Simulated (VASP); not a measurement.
Consider the following.

```xyz
3
Lattice="1.5453 -2.6765 0.0000 1.5453 2.6765 0.0000 0.0000 0.0000 3.2946" Properties=species:S:1:pos:R:3 pbc="T T T"
Ti     0.0000     0.0000     0.0000
B      1.5453     0.8922     1.6473
B      1.5453    -0.8922     1.6473
```

Level of theory: PBE GGA, VASP's PBE PAW potentials (set 64) (plane waves; VASP). Run with 520 eV cut-off, 10×10×8 Γ-centred mesh, first-order Methfessel-Paxton smearing of 0.10 eV, potentials Ti_sv B.

Problem. What does the run give for the energy per atom (σ→0), pressure, band gap (on the k-mesh) with the smallest direct gap where there is one?

Solution. 
The band gap (on the k-mesh) is none (metal, semimetal or under 0.01 eV) and the energy per atom (σ→0) is -8.118 eV/atom. The pressure is -13.32 GPa.

The compound is TiB2 in the AlB2 type structure. The cell was not relaxed at this level.
